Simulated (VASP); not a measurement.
Consider the following.

```
CELL_PARAMETERS angstrom
      3.98000     0.00000     0.00000
      0.00000     3.98000     0.00000
      0.00000     0.00000     5.02000
ATOMIC_POSITIONS crystal
  Pb 0.50000 0.00000 0.76500
  Pb 0.00000 0.50000 0.23500
  O  0.50000 0.50000 0.00000
  O  0.00000 0.00000 0.00000
```
Cell charge +0.5.

All values below come from PBE GGA, VASP's PBE PAW potentials (set 64) (plane waves; VASP). Numerical set-up: NELECT = 39.5, 520 eV cut-off, 5×5×4 Γ-centred mesh, Gaussian smearing of 0.050 eV, potentials Pb_d O.

The cell is charged, with a uniform compensating background. Unless said otherwise, spin-orbit coupling is left out, though it shifts the bands of the heavy elements here.

**Question.** What does the run give for the energy per atom (σ→0), pressure, largest force, band gap (on the k-mesh) with the smallest direct gap where there is one?

**Answer.** 
The band gap (on the k-mesh) is none (metal, semimetal or under 0.01 eV), the energy per atom (σ→0) comes out as -5.951 eV/atom and the pressure comes out as -7.13 GPa. The largest force is 0.083 eV/Å.

Total energies compare only between runs with the same potentials, cut-off and functional.

The compound is PbO in the litharge structure. The cell was not relaxed at this level. The k-mesh is coarse (spacing up to 0.32 per Å, 2π included), so the numbers may not be converged in it. The run is one of a series of settings (NELECT = 39.5 against the base run), some of them coarse on purpose.
